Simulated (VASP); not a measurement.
Input:

```
Cu
1.0
    0.00000     1.85146     1.85146
    1.85146     0.00000     1.85146
    1.85146     1.85146     0.00000
Cu
1
Cartesian
  1.85146   0.00000   1.85146
```

The numbers are results of PBE GGA, VASP's PBE PAW potentials (set 64) (plane waves; VASP), not measurements. Numerical set-up: 520 eV cut-off, 17×17×17 Γ-centred mesh, first-order Methfessel-Paxton smearing of 0.10 eV, potentials Cu.

The job: Cu (fcc), 1 atom, PBE, static run, 520 eV, 17×17×17 Γ-centred mesh. Roughly how much core time does it take on a busy server core?

About 10 core-seconds (one run on a shared machine, a rough figure). It had 165 irreducible k-points, 9 bands, up to 351 plane waves and 12 electronic steps.

The compound is Cu in the fcc structure. This cell is one point of a volume scan, at 1.06 of the reference volume.
